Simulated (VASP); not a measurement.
Energy against volume of FePt (L1_0). All values below come from optB86b-vdW, VASP's PBE PAW potentials (set 64) (plane waves; VASP). Numerical set-up: 520 eV cut-off, 13×13×10 Γ-centred mesh, first-order Methfessel-Paxton smearing of 0.10 eV, potentials Fe Pt.

Shape and ions are relaxed at each volume.

```tsv
V (Å³/atom)	E (eV/atom)
12.884	-5.05301
13.296	-5.08229
13.707	-5.09090
14.118	-5.08268
```

Q: Fit these four points and predict the energy of the run at 14.529 Å³/atom.

A: A cubic in V^(−2/3), the third-order Birch-Murnaghan form, passes through the four points with V0 = 13.70 Å³/atom and B0 = 219 GPa, and gives -5.0607 eV/atom there. The run gave -5.0603 eV/atom, +0.4 meV/atom from the fit; all five points give B0 = 221 GPa.

The compound is FePt in the L1_0 structure. It was relaxed first.
